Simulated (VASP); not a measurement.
Consider the following.

```
CELL_PARAMETERS angstrom
      6.17401     0.00000     0.00000
     -3.08700     5.34685     0.00000
      0.00000     0.00000     4.01323
ATOMIC_POSITIONS crystal
  Zr 0.50000 0.00000 0.00000
  Zr 0.50000 0.50000 0.00000
  Zr 0.00000 0.50000 0.00000
  Si 0.00000 0.00000 0.00000
  Si 0.33333 0.66667 0.50000
  Si 0.66667 0.33333 0.50000
```

Calculation: PBEsol GGA, VASP's PBE PAW potentials (set 64) (plane waves; VASP 6.6.1). Run with 400 eV cut-off, Gaussian smearing of 0.050 eV, potentials Zr_sv Si.

Question: What does the run give for the band gap (along the path) with the smallest direct gap where there is one?

Answer: 
```yaml
band gap (along the path): none (metal, semimetal or under 0.01 eV)
```

The absolute energy has meaning only against runs of the same code, potentials and settings.

The structure was generated: ZrSi was put into the CoSn type (P6/mmm), which need not be its known phase. It was relaxed first, which changed the volume by -20 %.
